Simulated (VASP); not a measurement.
Input of a VASP 6.6.1 run:

The input INCAR:

```
PREC = Accurate
ENCUT = 520
EDIFF = 1E-7
ISMEAR = 0
SIGMA = 0.1
LREAL = False
LASPH = True
NELM = 100
ALGO = Fast
ISIF = 2
LWAVE = False
LCHARG = True
GGA = PE
LELF = True
LVHAR = True
NBANDS = 61
```

File KPOINTS:

```
Automatic mesh
0
Gamma
  3 3 3
```

POSCAR

```
Sc2Ag6Ru
1.0
    5.4043690000     -0.8205650000     -0.6900330000
    0.4991940000      5.5615110000     -0.6279380000
    0.5019630000     -0.6200860000      6.0179560000
Ru Sc Ag
1 2 6
Direct
    1.0423626252      0.5072933263      0.4144846466
    0.7539862095      0.8641907913      0.9578105262
    0.3668094514      0.3994526119      0.2139640271
    0.6007250021      0.7754273991      0.4712831741
    0.9161048049      0.4203846798      1.0019505064
    0.0708113702      1.0164659606      0.3516823294
    0.3310813497      0.5018055892      0.7769076170
    0.6970843026      0.2470016282      0.5983577947
    0.2622927608      0.0107864583      0.8330904858
```

Potentials or basis: VASP PAW PBE potentials, release 64 (Ru_pv, Sc_sv, Ag).

Command:

```console
$ cat potpaw_PBE.64/Ru_pv/POTCAR potpaw_PBE.64/Sc_sv/POTCAR potpaw_PBE.64/Ag/POTCAR > POTCAR
$ mpirun -np 1 vasp_std > vasp.out
```

(1) Predict the largest force.

(2) What does it give for the band gap on the k mesh?

## Answers

(1) 1.740 eV/Å.

(2) none (metal or under the smearing width).

Caveat: the k mesh is coarse (spacing up to 0.38 Å⁻¹), so the values aren't converged.
